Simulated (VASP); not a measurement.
VASP input:

### INCAR
```
SYSTEM = CoO
PREC = Accurate
ENCUT = 520
EDIFF = 1E-6
NELM = 100
ALGO = Normal
LREAL = .FALSE.
LASPH = .TRUE.
ISMEAR = 0
SIGMA = 0.05
GGA = PE
LMAXMIX = 4
ISPIN = 2
MAGMOM = 3.0 -3.0 0.0 0.0
LORBIT = 10
LWAVE = .FALSE.
LCHARG = .FALSE.
ISIF = 2
```

**KPOINTS**
```
Automatic mesh
0
Monkhorst-Pack
7 6 3
0 0 0
```

**POSCAR**
```
CoO
1
    4.2600000000     2.1300000000     2.1300000000
    2.1300000000     4.2600000000     2.1300000000
    2.1300000000     2.1300000000     4.2600000000
Co O
2 2
Direct
  0.0000000000   0.0000000000   0.0000000000
  0.5000000000   0.5000000000   0.5000000000
  0.2500000000   0.2500000000   0.2500000000
  0.7500000000   0.7500000000   0.7500000000
```

POTCAR, in this order: Co O (PBE.64 set). Program: vasp_std.

Question: Does this input run properly? What does VASP do?

Answer: There is a fault: the mesh has unequal divisions along equivalent axes and breaks the lattice's symmetry. The run ends without an error. Against the sound run, the energy per atom (σ→0) goes up by 0.001 eV/atom; the pressure rises by 0.52 GPa.

**standard output**
```
 POSCAR found type information on POSCAR CoO
 POSCAR found :  2 types and       4 ions
 Reading from existing POTCAR
 Reading from existing POTCAR
 LDA part: xc-table for (Slater+PW92), standard interpolation

 -----------------------------------------------------------------------------
|                                                                             |
|           W    W    AA    RRRRR   N    N  II  N    N   GGGG   !!!           |
|           W    W   A  A   R    R  NN   N  II  NN   N  G    G  !!!           |
|           W    W  A    A  R    R  N N  N  II  N N  N  G       !!!           |
|           W WW W  AAAAAA  RRRRR   N  N N  II  N  N N  G  GGG   !            |
|           WW  WW  A    A  R   R   N   NN  II  N   NN  G    G                |
|           W    W  A    A  R    R  N    N  II  N    N   GGGG   !!!           |
|                                                                             |
|     Your reciprocal lattice and k-lattice belong to different lattice       |
|     classes:                                                                |
|                                                                             |
|        The reciprocal lattice is rhombohedral (trigonal),                   |
|        whereas your k-lattice is triclinic.                                 |
|                                                                             |
|     Results are often still useful ...                                      |
|                                                                             |
 -----------------------------------------------------------------------------

 POSCAR, INCAR and KPOINTS ok, starting setup
 WAVECAR not read
 entering main loop
       N       E                     dE             d eps       ncg     rms          rms(c)
DAV:   1     0.251898051068E+03    0.25190E+03   -0.14767E+04  4844   0.193E+03
DAV:   2     0.320431239140E+01   -0.24869E+03   -0.23458E+03  4896   0.396E+02
DAV:   3    -0.300836694314E+02   -0.33288E+02   -0.31690E+02  5589   0.162E+02
DAV:   4    -0.315278189297E+02   -0.14441E+01   -0.14226E+01  5797   0.351E+01
DAV:   5    -0.315769696220E+02   -0.49151E-01   -0.49018E-01  6277   0.583E+00    0.206E+01
DAV:   6    -0.289096022953E+02    0.26674E+01   -0.62471E+01  7026   0.116E+02    0.271E+01
DAV:   7    -0.262721731391E+02    0.26374E+01   -0.31390E+01  6944   0.104E+02    0.105E+01
DAV:   8    -0.264770320898E+02   -0.20486E+00   -0.28301E+00  5977   0.179E+01    0.624E+00
DAV:   9    -0.264316537095E+02    0.45378E-01   -0.13718E+00  7860   0.212E+01    0.343E+00
DAV:  10    -0.264279205918E+02    0.37331E-02   -0.22863E-01  6199   0.792E+00    0.250E+00
DAV:  11    -0.264217432962E+02    0.61773E-02   -0.19075E-02  7235   0.132E+00    0.231E+00
DAV:  12    -0.264088795270E+02    0.12864E-01   -0.21486E-02  6767   0.425E+00    0.162E+00
DAV:  13    -0.263928169631E+02    0.16063E-01   -0.30546E-02  7267   0.390E+00    0.722E-01
DAV:  14    -0.263882062335E+02    0.46107E-02   -0.21618E-02  7218   0.209E+00    0.249E-01
DAV:  15    -0.263877846692E+02    0.42156E-03   -0.34766E-03  7480   0.109E+00    0.163E-01
DAV:  16    -0.263879525551E+02   -0.16789E-03   -0.14278E-03  7196   0.665E-01    0.738E-02
DAV:  17    -0.263879862022E+02   -0.33647E-04   -0.72396E-04  7711   0.353E-01    0.361E-02
DAV:  18    -0.263880282324E+02   -0.42030E-04   -0.40697E-04  7311   0.227E-01    0.319E-02
DAV:  19    -0.263880382419E+02   -0.10009E-04   -0.52398E-05  7425   0.777E-02    0.234E-02
DAV:  20    -0.263880398881E+02   -0.16462E-05   -0.10795E-04  7319   0.137E-01    0.570E-03
DAV:  21    -0.263880413735E+02   -0.14854E-05   -0.20422E-05  5906   0.511E-02    0.365E-03
DAV:  22    -0.263880418710E+02   -0.49743E-06   -0.31579E-06  2878   0.215E-02
   1 F= -.26388042E+02 E0= -.26383855E+02  d E =-.837388E-02  mag=     0.0000
```

### OUTCAR
```
------------------------ aborting loop because EDIFF is reached ----------------------------------------
  FORCE on cell =-STRESS in cart. coord.  units (eV):
  Direction    XX          YY          ZZ          XY          YZ          ZX
  --------------------------------------------------------------------------------------
  Total       -0.8963339     -0.8963339     -0.8963339      0.6213451      0.6213451      0.6213451
  in kB      -37.1519474    -37.1519474    -37.1519474     25.7539988     25.7539988     25.7539988
  external PRESSURE =     -37.1519474 kB  Pullay stress =       0.0000000 kB
  volume of cell :       38.65
      direct lattice vectors                 reciprocal lattice vectors
     4.260000000  2.130000000  2.130000000     0.352112676 -0.117370892 -0.117370892
     2.130000000  4.260000000  2.130000000    -0.117370892  0.352112676 -0.117370892
     2.130000000  2.130000000  4.260000000    -0.117370892 -0.117370892  0.352112676
 POSITION                                       TOTAL-FORCE (eV/Angst)
 -----------------------------------------------------------------------------------
      0.00000      0.00000      0.00000        -0.000000     -0.000000     -0.000000
      4.26000      4.26000      4.26000         0.000000     -0.000000     -0.000000
      2.13000      2.13000      2.13000         0.000000      0.000000     -0.000000
      6.39000      6.39000      6.39000        -0.000000      0.000000      0.000000
 -----------------------------------------------------------------------------------
    total drift:                                0.000000     -0.000000     -0.000000
  FREE ENERGIE OF THE ION-ELECTRON SYSTEM (eV)
  ---------------------------------------------------
  free  energy   TOTEN  =       -26.3880418710 eV

  energy  without entropy=      -26.3796679924  energy(sigma->0) =      -26.38385493

 total charge

# of ion       s       p       d       tot
------------------------------------------
    1        0.292   0.352   7.165   7.809
    2        0.292   0.352   7.165   7.809
    3        1.561   3.410   0.000   4.970
    4        1.561   3.410   0.000   4.970
--------------------------------------------------
tot          3.705   7.524  14.330  25.559

 magnetization (x)

# of ion       s       p       d       tot
------------------------------------------
    1       -0.002  -0.005   2.431   2.424
    2        0.002   0.005  -2.431  -2.424
    3        0.000   0.000   0.000   0.000
    4        0.000   0.000   0.000   0.000
--------------------------------------------------
tot          0.000   0.000   0.000   0.000
```
(Selected blocks of OUTCAR.)

To mend it, correct KPOINTS.
File KPOINTS:
```
Automatic mesh
0
Gamma
7 7 7
0 0 0
```
The mended run (PBE GGA, plane waves, VASP's PBE PAW potentials (set 64)) converges, and its OSZICAR ends with
```
   1 F= -.26390538E+02 E0= -.26386876E+02  d E =-.732412E-02  mag=     0.0000
```

The compound is CoO in the rock salt, AFM-II order structure. The cell was not relaxed at this level.
